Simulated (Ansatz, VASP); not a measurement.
# Sc: VASP beside Ansatz

Wanted: the spread between two codes on one cell, functional and k mesh. The cell is taken from a series of runs on this material, whose earlier steps may have relaxed, scaled, displaced or heated it; both programs get it as it stands.

Main program and level: Ansatz 0.2.0; plane waves, with VASP 6.6.1 beside it; zone-centre phonons at PBEsol.

## 1. Starting point

The structure is hexagonal, space group P6_3/mmc (No. 194). The conventional cell has a = 3.214 Å, b = 3.214 Å, c = 4.967 Å, α = 90.00°, β = 90.00°, γ = 120.00°. Nearest to Sc lie 12 Sc at 3.10 to 3.21 Å.

## 2. Ansatz: zone-centre phonons, PBEsol, pair 1

Ansatz runs on its PAW soft_1 files.

Second derivatives magnify differences that forces hide, and they need a tight electronic threshold.

Input file input.yaml:

```yaml
crystal:
  lattice:
    - [3.2138179434, 0.0, 0.0]
    - [-1.6069089717, 2.7832479821, 0.0]
    - [0.0, 0.0, 4.9672058829]
  atoms:
    - { symbol: Sc, position: [0.3333333333, 0.6666666667, 0.25] }
    - { symbol: Sc, position: [0.6666666667, 0.3333333333, 0.75] }
kpoints:
  mp_grid: { grid: [15, 15, 8] }
hamiltonian:
  xc: pbesol
  pseudopotentials: { kind: paw, azcp: { folder: soft_1 }, xc_functional: pbe }
scf:
  occupations: { method: methfessel_paxton, width: 0.2 }
output:
  eigenvalues: true
phonons:
  method: dfpt
```

On the command line:

```sh
$ ansatz run input.yaml --threads 4 --pin off --max-ram 10240MiB --backend cpu --events-out ev --progress --plain --runs-dir out
```

Numbers of over 12 decimals in the logs are rounded to 6 here.

Log:

```text
zone centre: on kpoints.mp_grid the ground state, and the responses unless they are solved on pairs of k-points, stand on 320 of the mesh's 1800 k-points, reduced under 4 symmetry operations, with k and −k counted as one. Each operation leaves every solved displacement unchanged or reverses it
Engine: ansatz 0.2.0, x86_64-unknown-linux-gnu
Pseudopotentials: kind: paw
Pseudopotential: Sc, paw, valence charge 11, recommended cutoff 420 eV (normal), soft_1/Sc.paw.azcp
Functional definition: PBEsol
  exchange = pbesol_x
  correlation = pbesol_c
Crystal: 2 atoms, lattice volume = 44.431 Å³
Basis set: ecut = 420 eV, 881 PW (Γ), exchange–correlation on 48×48×72 points (8 copies of the dense FFT grid, shifted against one another)
Bands: 15, of which v1, the nominal top of the filled ones, is band 11 counted from 1 (10 counted from 0)
Symmetry: 24 space group operations
k-points: 320 of 1800 (irreducible under 4 space group operations, time reversal used)
Non-local potential: Sc, projectors of the file, l = 0: 3, l = 1: 2, l = 2: 3, l = 3: 1
PAW form: soft (Blöchl's): semilocal exchange-correlation on the pseudo side does not see the compensation charge
PAW frozen core: Sc, regenerated for the run's functional, and the local potential with it (the file was generated under x = pbe(κ = 0.804, μ = 0.219515), c = pbe(β = 0.066725))
PAW one-centre angular grid: Sc, 590 points (default); XC on 64 Gauss nodes
Initial density: superposition of atomic densities (chi_scale 0.1, normalization cell)
Initial wavefunctions: pseudopotential atomic-orbital guess
Functional: x = pbesol(κ = 0.804, μ = 0.123457), c = pbesol(β = 0.046)
SCF iter   1: F=—  HF=-4222.844788 eV  |F-HF|=—  |Δ(HF+E_count)|=         —  Δρ=2.59e-2  dr2=3.65e-1  ethr=3.10e-3  ⟨swp⟩=3.1  Hψ=17602  notcnv=0
preconditioner: auto → none  [metal: Δε(μ)=0.012 eV  Ē_g=2.823 eV  σ=0.200 eV  W_gap=0.05  n_scr=8 (ndim 8)  ℏωp=13.6 eV  f_vac=0.000  D(μ)=3.64/eV (n_scr^D=36)  sad-step TF]
SCF iter   2: F=—  HF=-4222.752959 eV  |F-HF|=—  |Δ(HF+E_count)|=   9.18e-2  S|Δr|=    0.00e0  Δρ=1.47e-2  dr2=1.28e-1  ethr=1.66e-3  ⟨swp⟩=2.0  Hψ=8379  notcnv=0  defer=3
SCF iter   3: F=—  HF=-4222.709763 eV  |F-HF|=—  |Δ(HF+E_count)|=   4.32e-2  S|Δr|=    0.00e0  Δρ=1.21e-3  dr2=3.30e-4  ethr=5.83e-4  ⟨swp⟩=3.0  Hψ=9281  notcnv=0  defer=3
SCF iter   4: F=—  HF=-4222.710046 eV  |F-HF|=—  |Δ(HF+E_count)|=   2.83e-4  S|Δr|=    0.00e0  Δρ=8.08e-5  dr2=2.18e-6  ethr=1.50e-6  ⟨swp⟩=2.4  Hψ=8403  notcnv=0  defer=3
SCF iter   5: F=—  HF=-4222.710051 eV  |F-HF|=—  |Δ(HF+E_count)|=   4.69e-6  S|Δr|=    0.00e0  Δρ=2.92e-5  dr2=3.49e-7  ethr=9.89e-9  ⟨swp⟩=2.0  Hψ=8552  notcnv=0  defer=3
SCF iter   6: F=—  HF=-4222.710051 eV  |F-HF|=—  |Δ(HF+E_count)|=   1.33e-7  S|Δr|=    0.00e0  Δρ=3.16e-6  dr2=3.94e-9  ethr=1.59e-9  ⟨swp⟩=2.8  Hψ=8933  notcnv=0  defer=3
SCF iter   7: F=—  HF=-4222.710051 eV  |F-HF|=—  |Δ(HF+E_count)|=   1.41e-9  S|Δr|=    0.00e0  Δρ=2.29e-7  dr2=2.10e-11  ethr=1.79e-11  ⟨swp⟩=2.1  Hψ=7894  notcnv=0  defer=3
SCF iter   8: F=-4222.710051 eV  HF=-4222.710051 eV  |F-HF|=9.09e-13  |Δ(HF+E_count)|=  6.37e-12  S|Δr|=    0.00e0  Δρ=1.63e-8  dr2=1.22e-13  ethr=1.00e-12  ⟨swp⟩=4.0  Hψ=17040  notcnv=0
SCF 1 converged in 8 iterations: F = -4222.710051 eV  dr2 = 1.22e-13
  greatest PAW one-centre occupation: 0.998 electrons in one spin orbital (limit 2), on the Sc atom at site 1 (counted from 0), in its partial waves of l = 0
DFPT response loops at Γ: preconditioner auto → Kerker (q_TF=auto, 2.427 Å⁻¹) (partly filled bands, converged f_vac=0.000); β = 1.00, the filter's whole step (`scf.mixing.beta` (0.50) is not read by the response loops under this deck's `scf.mixing.preconditioner`; to damp them name `kerker` or `kerker_dos`, under which they read `scf.mixing.beta`, and type it under 1.00, their step now; both keys bind the ground state too); Broyden in place of MSR1
SCF converged after 8 iterations
Stability not checked: this state was not tested for a lower state beside it, because cold or Methfessel-Paxton smearing, or corrected tetrahedra, fill the levels in a way that the test cannot read (fill_not_monotonic; see scf.lower_state_search)
Free energy (F): -4222.710051 eV
Harris-Foulkes:  -4222.710051 eV  (|F-HF|=9.09e-13)
Internal energy: -4222.708037 eV  (E = F + TS)
E sigma→0 (E₀):  -4222.709547 eV
Entropy (-TS):   -0.002014 eV (-1.007 meV/atom)
Fermi energy:    10.233697 eV
Step filling:    the computed levels leave a gap of 0.0000 eV = 0.0 smearing widths at the electron count; against every level under it full and every level over it empty, smearing changes F+E_penalty+E_count by +1.230 meV and its σ→0 estimate by +1.734 meV
--- Per-component energies (eV) ---
  E_band       = -309.588753
  E_kinetic    = 416.162043
  E_local      = -1609.564732  (includes V_loc(G=0)·N_el)
  E_nonlocal   = 288.895224
  E_hartree    = 575.481807
  E_xc         = -170.031539
  E_vxc        = -209.983656  (∫ρ·V_xc dr)
  E_paw        = -1934.576435  (= ΣΔE_a)
  E_vpaw       = -346.061338  (= ΣTr[D̂ρ^β])
  E_aug_tail   = 0.000080  (compensation charges beyond the density's cutoff)
  E_ewald      = -1789.332536
  E_core_change = 0.258050  (= ΣΔE_core)
  E_smearing   = -0.002014  (= −TS)
  E_closure    = -0.000000  (closes the sum)
  Σ components = -4222.710051   (vs F -4222.710051, Δ=0.00e0)
--- Band table (eV; the first three rows and the last of 320) ---
  k-point 0: bands = [... 7 lower, -17.0984, 4.9312, 8.4570, 11.1815, 11.9395, 11.9395, 12.2987, 12.4753]
  k-point 1: bands = [... 7 lower, -17.1237, 5.0491, 8.3438, 11.0844, 11.8711, 11.8711, 12.2157, 12.3945]
  k-point 2: bands = [... 7 lower, -17.1557, 5.3932, 7.9663, 10.9688, 11.7771, 11.7771, 11.9839, 12.2035]
  k-point 319: bands = [... 7 lower, -17.2132, 8.8145, 8.8145, 10.4033, 10.4033, 11.0495, 11.0495, 12.6871]
--- Phonons (Γ-DFPT): 2 representative perturbations + reference, on 320 of 1800 k-points (Σ response iterations 6) ---
  k mesh reduced under 4 symmetry operations, with k and −k counted as one. Each operation leaves every solved displacement unchanged or reverses it
  ASR residual: 4.599e-6 → 0.000e0 eV/Å²; symmetrization residual: 5.214e-13 eV/Å²
  ASR residual per site (eV/Å²): 4.60e-6 4.60e-6
  Γ frequencies (cm⁻¹): 0.00 0.00 0.00 139.89 139.89 257.43
  non-analytic LO–TO correction: not included (Born effective charges unavailable; polar crystals: no LO–TO splitting at Γ)
```

## 3. VASP: zone-centre phonons, PBEsol, pair 1

The same cell, functional, mesh and smearing now go to VASP, with its own data sets.

Lines of VASP's logs that name or quote its potential files are left out, and so is its time.

Input file INCAR:

```
SYSTEM = Sc
PREC = Accurate
ENCUT = 500
EDIFF = 1E-08
NELM = 120
ISMEAR = 1
SIGMA = 0.2
LREAL = .FALSE.
ALGO = Normal
GGA = PS
NBANDS = 17
LASPH = .TRUE.
LORBIT = 11
LWAVE = .FALSE.
LCHARG = .FALSE.
ISIF = 2
IBRION = 8
GGA_COMPAT = .FALSE.
KPAR = 2
```

Input file POSCAR:

```
Sc
1.0
    3.2138179434      0.0000000000      0.0000000000
   -1.6069089717      2.7832479821      0.0000000000
    0.0000000000      0.0000000000      4.9672058829
Sc
2
Direct
    0.3333333333      0.6666666667      0.2500000000
    0.6666666667      0.3333333333      0.7500000000
```

Input file KPOINTS:

```
Automatic mesh
0
Gamma
15 15 8
0 0 0
```

PAW data sets: Sc_sv (PBE family, release 64).

On the command line:

```sh
$ mpirun -np 2 vasp_std
```

Log:

```text
[banner, memory and clock lines left out]
running    2 mpi-ranks, on    1 nodes
 distrk:  each k-point on    1 cores,    2 groups
 distr:  one band on    1 cores,    1 groups

 POSCAR found type information on POSCAR Sc
 POSCAR found :  1 types and       2 ions
|                                                                             |
|               ----> ADVICE to this user running VASP <----                  |
|                                                                             |
|     You enforced a specific xc type in the INCAR file but a different       |
|     [... a line on the potential file left out ...]
|     I HOPE YOU KNOW WHAT YOU ARE DOING!                                     |
|                                                                             |

 LDA part: xc-table for (Slater+PW92), standard interpolation
 POSCAR, INCAR and KPOINTS ok, starting setup
 FFT: planning ... GRIDC
 FFT: planning ... GRID_SOFT
 FFT: planning ... GRID
 WAVECAR not read
 entering main loop
       N       E                     dE             d eps       ncg     rms          rms(c)
DAV:   1     0.350407787205E+03    0.35041E+03   -0.10968E+04  4606   0.137E+03
DAV:   2     0.498456480119E+01   -0.34542E+03   -0.33924E+03  5766   0.572E+02
DAV:   3    -0.141658133882E+02   -0.19150E+02   -0.18394E+02  7451   0.161E+02
DAV:   4    -0.145467529529E+02   -0.38094E+00   -0.37869E+00  6580   0.204E+01
DAV:   5    -0.145533499355E+02   -0.65970E-02   -0.65921E-02  7847   0.260E+00    0.882E+00
DAV:   6    -0.133574688225E+02    0.11959E+01   -0.26258E+00  5919   0.195E+01    0.272E+00
DAV:   7    -0.131887638031E+02    0.16871E+00   -0.69617E-01  6070   0.920E+00    0.783E-01
DAV:   8    -0.131774294325E+02    0.11334E-01   -0.22418E-02  6328   0.201E+00    0.218E-01
DAV:   9    -0.131764859767E+02    0.94346E-03   -0.48721E-03  6437   0.786E-01    0.159E-02
DAV:  10    -0.131764979830E+02   -0.12006E-04   -0.71332E-05  7318   0.122E-01    0.613E-03
DAV:  11    -0.131764955061E+02    0.24769E-05   -0.19063E-06  7267   0.173E-02    0.147E-03
DAV:  12    -0.131764966413E+02   -0.11352E-05   -0.19021E-07  7477   0.476E-03    0.802E-04
DAV:  13    -0.131764962752E+02    0.36608E-06   -0.20198E-08  4693   0.179E-03    0.685E-05
DAV:  14    -0.131764963217E+02   -0.46546E-07   -0.99346E-10  3628   0.696E-04    0.283E-05
DAV:  15    -0.131764963239E+02   -0.21660E-08   -0.39743E-10  3290   0.394E-04
   1 F= -.13176496E+02 E0= -.13175847E+02  d E =-.194796E-02
 Linear response reoptimize wavefunctions to high precision
DAV:   1    -0.131764963262E+02   -0.23038E-08   -0.18612E-10  3614   0.326E-04
DAV:   2    -0.131764963263E+02   -0.40018E-10   -0.96786E-11  3250   0.200E-04
 Linear response DOF=           2
 Linear response progress:
  Degree of freedom:   1/  2
       N       E                     dE             d eps       ncg     rms          rms(c)
RMM:   1    -0.738491626354E+00   -0.73849E+00   -0.66029E+01 19359   0.217E+02
RMM:   2    -0.735506267071E+00    0.29854E-02   -0.14952E-01 28693   0.467E+00    0.117E-01
RMM:   3    -0.735220068376E+00    0.28620E-03   -0.12231E-02 32665   0.102E+00    0.399E-02
RMM:   4    -0.734330882614E+00    0.88919E-03   -0.12991E-03 37494   0.277E-01    0.196E-02
RMM:   5    -0.734060034674E+00    0.27085E-03   -0.14847E-04 40032   0.962E-02    0.873E-03
RMM:   6    -0.734082779636E+00   -0.22745E-04   -0.19818E-05 34947   0.350E-02    0.526E-03
RMM:   7    -0.734157628056E+00   -0.74848E-04   -0.76881E-06 38314   0.227E-02    0.286E-03
RMM:   8    -0.734261299374E+00   -0.10367E-03   -0.29191E-06 38362   0.121E-02    0.464E-04
RMM:   9    -0.734266290297E+00   -0.49909E-05   -0.18152E-06 39174   0.770E-03    0.899E-05
RMM:  10    -0.734263243454E+00    0.30468E-05   -0.17699E-06 38802   0.630E-03    0.765E-05
RMM:  11    -0.734266595297E+00   -0.33518E-05   -0.17215E-06 38803   0.576E-03    0.154E-05
RMM:  12    -0.734266558733E+00    0.36564E-07   -0.15383E-06 39916   0.567E-03    0.159E-05
RMM:  13    -0.734267003343E+00   -0.44461E-06   -0.12982E-06 39860   0.557E-03    0.491E-06
RMM:  14    -0.734266996773E+00    0.65705E-08   -0.11115E-06 41584   0.555E-03    0.483E-06
[...]
RMM:  22    -0.734267142869E+00   -0.10314E-07   -0.45638E-07 46739   0.550E-03    0.406E-07
RMM:  23    -0.734267126425E+00    0.16444E-07   -0.44024E-07 46633   0.551E-03    0.126E-06
RMM:  24    -0.734267131777E+00   -0.53523E-08   -0.42997E-07 47283   0.550E-03    0.815E-07
RMM:  25    -0.734267132120E+00   -0.34285E-09   -0.42307E-07 47267   0.551E-03    0.947E-07
RMM:  26    -0.734267131441E+00    0.67898E-09   -0.42058E-07 47850   0.551E-03    0.111E-06
RMM:  27    -0.734267130924E+00    0.51692E-09   -0.41167E-07 47917   0.551E-03    0.122E-06
RMM:  28    -0.734267130896E+00    0.28224E-10   -0.41408E-07 48529   0.551E-03    0.126E-06
RMM:  29    -0.734267131037E+00   -0.14069E-09   -0.41575E-07 48575   0.551E-03    0.130E-06
 first order change of Fermi-energy   0.15840E-04
 force on displaced ion       1 direction 1 :  -1.615  -0.000   0.000
 Linear response progress:
  Degree of freedom:   2/  2
       N       E                     dE             d eps       ncg     rms          rms(c)
RMM:   1    -0.807661911996E+00   -0.80766E+00   -0.66656E+01  6615   0.219E+02
RMM:   2    -0.805903786219E+00    0.17581E-02   -0.15898E-01  9859   0.473E+00    0.137E-01
RMM:   3    -0.806529335550E+00   -0.62555E-03   -0.10908E-02 11114   0.974E-01    0.497E-02
RMM:   4    -0.805423356229E+00    0.11060E-02   -0.14212E-03 12164   0.291E-01    0.158E-02
RMM:   5    -0.805259178982E+00    0.16418E-03   -0.17036E-04 13704   0.861E-02    0.120E-02
RMM:   6    -0.805203545822E+00    0.55633E-04   -0.32610E-05 11889   0.370E-02    0.685E-03
RMM:   7    -0.805174016972E+00    0.29529E-04   -0.16713E-05 13917   0.221E-02    0.250E-03
RMM:   8    -0.805197801450E+00   -0.23784E-04   -0.68053E-06 12793   0.132E-02    0.692E-04
RMM:   9    -0.805209408261E+00   -0.11607E-04   -0.41021E-06 13736   0.797E-03    0.325E-04
RMM:  10    -0.805217660175E+00   -0.82519E-05   -0.18311E-06 12934   0.662E-03    0.130E-04
RMM:  11    -0.805221681362E+00   -0.40212E-05   -0.15057E-06 13321   0.623E-03    0.270E-05
RMM:  12    -0.805221580305E+00    0.10106E-06   -0.10617E-06 13594   0.619E-03    0.147E-05
RMM:  13    -0.805221888244E+00   -0.30794E-06   -0.10001E-06 13741   0.617E-03    0.556E-06
RMM:  14    -0.805221869072E+00    0.19172E-07   -0.95071E-07 14218   0.620E-03    0.211E-06
[...]
RMM:  21    -0.805221874686E+00    0.42216E-08   -0.79973E-07 15437   0.623E-03    0.398E-07
RMM:  22    -0.805221882319E+00   -0.76327E-08   -0.84452E-07 15903   0.623E-03    0.277E-07
RMM:  23    -0.805221880504E+00    0.18149E-08   -0.82890E-07 15660   0.623E-03    0.432E-07
RMM:  24    -0.805221880597E+00   -0.93186E-10   -0.82906E-07 16048   0.623E-03    0.408E-07
RMM:  25    -0.805221877961E+00    0.26366E-08   -0.80567E-07 15997   0.623E-03    0.689E-07
RMM:  26    -0.805221877222E+00    0.73894E-09   -0.78174E-07 16243   0.623E-03    0.686E-07
RMM:  27    -0.805221875207E+00    0.20149E-08   -0.75911E-07 16173   0.623E-03    0.762E-07
RMM:  28    -0.805221873133E+00    0.20739E-08   -0.73100E-07 16442   0.623E-03    0.818E-07
 first order change of Fermi-energy   0.50353E-04
 force on displaced ion       1 direction 3 :   0.000   0.000  -5.487
 Linear response finished
```

Parts of OUTCAR (step 3):

```text
ion  position               nearest neighbor table
   1  0.333  0.667  0.250-   2 3.10   2 3.10   2 3.10   2 3.10   2 3.10   2 3.10
   2  0.667  0.333  0.750-   1 3.10   1 3.10   1 3.10   1 3.10   1 3.10   1 3.10

  LATTYP: Found a hexagonal cell.
 ALAT       =     3.2138179434
 C/A-ratio  =     1.5455778673

 Subroutine GETGRP returns: Found 24 space group operations
 (whereof 12 operations were pure point group operations)

The static configuration has the point symmetry D_3d.
 The point group associated with its full space group is D_6h.

 Found    135 irreducible k-points:

   k-points           NKPTS =    135   k-points in BZ     NKDIM =    135   number of bands    NBANDS=     17

   dimension x,y,z NGX =    24 NGY =   24 NGZ =   36
   dimension x,y,z NGXF=    48 NGYF=   48 NGZF=   72

   ENCUT  =  500.0 eV  36.75 Ry    6.06 a.u.   5.86  5.86  9.06*2*pi/ulx,y,z

   NELECT =      22.0000    total number of electrons

 k-points in reciprocal lattice and weights: Automatic mesh
   0.00000000  0.00000000  0.00000000       0.001
   0.06666667 -0.00000000  0.00000000       0.003
   0.13333333 -0.00000000  0.00000000       0.003
   0.20000000 -0.00000000  0.00000000       0.003
   0.26666667 -0.00000000  0.00000000       0.003
   0.33333333 -0.00000000  0.00000000       0.003
   0.40000000 -0.00000000  0.00000000       0.003
   0.46666667 -0.00000000  0.00000000       0.003
   0.06666667  0.06666667  0.00000000       0.003
[...]
0.33333333  0.26666667  0.50000000       0.007
   0.33333333  0.33333333  0.50000000       0.001

 average (electrostatic) potential at core
       1 -46.1444       2 -46.1444

  Total        1.0893140      1.0893140      1.0911884      0.0000000      0.0000000      0.0000000
  in kB       39.2806190     39.2806190     39.3482093      0.0000000      0.0000000      0.0000000
  external PRESSURE =      39.3031491 kB  Pullay stress =       0.0000000 kB

  energy-cutoff  :      500.00
  volume of cell :       44.43
      direct lattice vectors                 reciprocal lattice vectors
     3.213817943  0.000000000  0.000000000     0.311156393  0.179646227  0.000000000
    -1.606908972  2.783247982  0.000000000     0.000000000  0.359292455  0.000000000
     0.000000000  0.000000000  4.967205883     0.000000000  0.000000000  0.201320425

 POSITION                                       TOTAL-FORCE (eV/Angst)
 -----------------------------------------------------------------------------------
     -0.00000      1.85550      1.24180        -0.000000     -0.000000      0.000000
      1.60691      0.92775      3.72540         0.000000      0.000000      0.000000
 -----------------------------------------------------------------------------------
    total drift:                                0.000000     -0.000000      0.000000

 Eigenvectors and eigenvalues of the dynamical matrix
 ----------------------------------------------------

   1 f  =    7.723808 THz    48.530119 2PiTHz  257.638516 cm-1    31.943090 meV
             X         Y         Z           dx          dy          dz
     -0.000000  1.855499  1.241801     0.000000    0.000000    0.707107
      1.606909  0.927749  3.725404     0.000000    0.000000   -0.707107

   2 f  =    4.190118 THz    26.327290 2PiTHz  139.767303 cm-1    17.328929 meV
             X         Y         Z           dx          dy          dz
     -0.000000  1.855499  1.241801     0.707107   -0.000000   -0.000000
      1.606909  0.927749  3.725404    -0.707107    0.000000   -0.000000

   3 f  =    4.190118 THz    26.327290 2PiTHz  139.767303 cm-1    17.328929 meV
             X         Y         Z           dx          dy          dz
     -0.000000  1.855499  1.241801    -0.000000   -0.707107    0.000000
      1.606909  0.927749  3.725404     0.000000    0.707107    0.000000

   4 f  =    0.000000 THz     0.000000 2PiTHz    0.000002 cm-1     0.000000 meV
             X         Y         Z           dx          dy          dz
     -0.000000  1.855499  1.241801     0.019746    0.666209    0.236169
      1.606909  0.927749  3.725404     0.019746    0.666209    0.236169

   5 f  =    0.000000 THz     0.000000 2PiTHz    0.000000 cm-1     0.000000 meV
             X         Y         Z           dx          dy          dz
     -0.000000  1.855499  1.241801     0.706404   -0.010390   -0.029754
      1.606909  0.927749  3.725404     0.706404   -0.010390   -0.029754

   6 f/i=    0.000000 THz     0.000001 2PiTHz    0.000003 cm-1     0.000000 meV
             X         Y         Z           dx          dy          dz
     -0.000000  1.855499  1.241801    -0.024563    0.236765   -0.665837
      1.606909  0.927749  3.725404    -0.024563    0.236765   -0.665837

 ELASTIC MODULI CONTR FROM IONIC RELAXATION (kBar)
 Direction    XX          YY          ZZ          XY          YZ          ZX
 --------------------------------------------------------------------------------
 XX         -86.0361     86.0361     -0.0000      0.0000      0.0000     -0.0000
 YY          86.0361    -86.0361      0.0000     -0.0000      0.0000      0.0000
 ZZ          -0.0000      0.0000     -0.0000      0.0000      0.0000     -0.0000
 XY           0.0000     -0.0000      0.0000    -86.0361      0.0000      0.0000
 YZ           0.0000      0.0000      0.0000      0.0000      0.0000      0.0000
 ZX          -0.0000      0.0000     -0.0000      0.0000      0.0000     -0.0000
 --------------------------------------------------------------------------------
```

## 4. Comparison

Known differences besides the potentials themselves: the cutoff is 420 eV in Ansatz and 500 eV in VASP; Ansatz makes its cores anew for this functional, VASP keeps those of its PBE data sets. Total energies have different zeros and are not compared.

Both answers:

| quantity | Ansatz | VASP | difference |
| --- | --- | --- | --- |
| optical mode 1 to 2 (cm⁻¹) | 139.9 | 139.8 | +0.09 % |
| optical mode 3 (cm⁻¹) | 257.4 | 257.6 | -0.08 % |

Modes are paired by rising frequency, not by their patterns, so a pair may set unlike modes beside each other; they are those without the splitting of longitudinal modes.

[end of part 1 of 2]

[Lines on the potential files, build, host, timing and source positions are cut from VASP's logs without a mark.]

[Logs are printed without paths, hosts, clocks, repeated set-up lines and the standing remarks that a program may print on its own settings, such as how far it seeks lower states.]

[Hosts, paths, dates, database ids (printed as entryN), source tags and the programs' standing remarks are cut or masked in the printed files.]
